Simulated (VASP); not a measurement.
Write the native input for VASP 6.6.1 that does the following.

| Item | Value |
| --- | --- |
| Task | relaxation of cell and atoms |
| Functional | PBE |
| Potentials or basis | VASP PAW PBE potentials, release 64 (Sn_d, Bi_d, O) |
| Cutoff | 520 eV |
| k mesh | 8 × 8 × 8 |
| Occupations | gaussian, width 0.1 eV |
| Spin | no spin polarisation |
| Further INCAR settings | ALGO = Normal; EDIFF = 1e-06; IBRION = 2; EDIFFG = -0.01; NSW = 90; ISIF = 3 |

The structure of Sn2Bi2O lies in POSCAR:

```
Sn2Bi2O
1.0
   -2.4380000000      2.4380000000      5.3240000000
    2.4380000000     -2.4380000000      5.3240000000
    2.4380000000      2.4380000000     -5.3240000000
Sn Bi O
2 2 1
Direct
    0.7646506400      0.7646506400      0.0000000000
    0.2353493600      0.2353493600      0.0000000000
    0.5000000000      0.0000000000      0.5000000000
    0.0000000000      0.5000000000      0.5000000000
    0.5000000000      0.5000000000      0.0000000000
```

The cell was built by a generator and needn't be a form met in nature.

One way to write it, as run:

INCAR

```
PREC = Accurate ; ENCUT = 520
EDIFF = 1E-6 ; ISMEAR = 0
SIGMA = 0.1 ; LREAL = F
LASPH = T ; NELM = 120
ALGO = Normal ; ISIF = 3
LWAVE = F ; LCHARG = F
GGA = PE ; IBRION = 2
NSW = 90 ; EDIFFG = -0.01
KPAR = 4
```

KPOINTS

```
Automatic mesh
0
Gamma
  8 8 8
```

Potentials or basis: VASP PAW PBE potentials, release 64 (Sn_d, Bi_d, O).

Run with:

```sh
$ cat potpaw_PBE.64/Sn_d/POTCAR potpaw_PBE.64/Bi_d/POTCAR potpaw_PBE.64/O/POTCAR > POTCAR
$ mpirun -np 4 vasp_std > vasp.out
```

It gave:

```json
{"Relaxed volume": "24.82 Å³/atom", "Relaxed cell": "a = 6.113 Å, b = 6.113 Å, c = 6.113 Å, α = 131.88°, β = 131.88°, γ = 70.41°", "Space group after relaxing (to 0.05 Å)": "I4/mmm (No. 139)", "Energy gained by relaxing": "15.5 meV/atom", "Ionic steps": "11", "Pressure after relaxing": "0.0 GPa", "Band gap on the k mesh": "none (metal or under the smearing width)"}
```

Caveat: spin-orbit coupling is left out, which moves the levels of the heavy elements.

Wall time 6.2 min on 4 MPI ranks on Intel(R) Xeon(R) Platinum 8559C (Emerald Rapids), on a shared host, peak memory 0.51 GiB a rank.
